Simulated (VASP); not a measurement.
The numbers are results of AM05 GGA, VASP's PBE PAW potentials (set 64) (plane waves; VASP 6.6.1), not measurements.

A VASP calculation is set up with these files.

File POSCAR:
```
Bi2Se3
1
    9.9360052121    -2.0681287892     0.0405004354
    9.9360052121     2.0681287892     0.0405004354
    9.4910468068     0.0000000000     3.5948615049
Bi Se
2 3
Direct
  0.3982276672   0.3982276672   0.3982276672
  0.6017723328   0.6017723328   0.6017723328
  0.0000000000   0.0000000000   0.0000000000
  0.2157622912   0.2157622912   0.2157622912
  0.7842377088   0.7842377088   0.7842377088
```

### KPOINTS
```
Automatic mesh
0
Gamma
6 6 6
0 0 0
```

### INCAR
```
GGA = AM   # AM05
IBRION = 2
NSW = 60
LWAVE = .False.
LREAL = .False.   # projection in real space or not
ISIF = 3   # ions, shape and volume
LCHARG = .False.
ISMEAR = 0
ENCUT = 520   # plane-wave cut-off (eV)
SIGMA = 0.05   # width (eV)
EDIFF = 1E-6   # SCF stop (eV)
PREC = Accurate
SYSTEM = Bi2Se3
EDIFFG = -0.02   # ionic stop
LMAXMIX = 4
ALGO = Normal   # blocked Davidson
LASPH = .True.
NELM = 100
```

POTCAR, in this order: Bi_d Se (PBE.64 set). Program: vasp_std.

Problem. What will the output report for the number of irreducible k-points (NKPTS), largest plane-wave count, number of space-group operations, FFT grid (NGX, NGY, NGZ)?

Solution. 
| Property | Value |
|---|---|
| number of irreducible k-points (NKPTS) | 32 |
| largest plane-wave count | 3967 |
| number of space-group operations | 12 |
| FFT grid (NGX, NGY, NGZ) | 80 × 80 × 80 |

The compound is Bi2Se3 in the tetradymite structure. This run relaxes it. Symmetry was kept, so distortions that lower it aren't found. The start is the result of an earlier pass.
